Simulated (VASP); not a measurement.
```yaml
crystal:
  lattice:
    - [0.00000, 3.96802, 3.96802]
    - [3.96802, 0.00000, 3.96802]
    - [3.96802, 3.96802, 0.00000]
  atoms:
    - { symbol: Tl, position: [0.00000, 0.00000, 0.00000] }
    - { symbol: I, position: [0.25000, 0.25000, 0.25000] }
```

Level of theory: PBE GGA, VASP's PBE PAW potentials (set 64) (plane waves; VASP). Numerical set-up: 400 eV cut-off, 7×7×7 Γ-centred mesh, tetrahedra with Blöchl corrections, potentials Tl_d I.

Question: Predict the energy per atom (σ→0).

Answer: 
The energy per atom (σ→0) is -2476 meV/atom.

The absolute energy has meaning only against runs of the same code, potentials and settings.

The structure was generated: TlI was put into the zinc blende type (F-43m), which need not be its known phase. It was relaxed first, which changed the volume by +77 %.
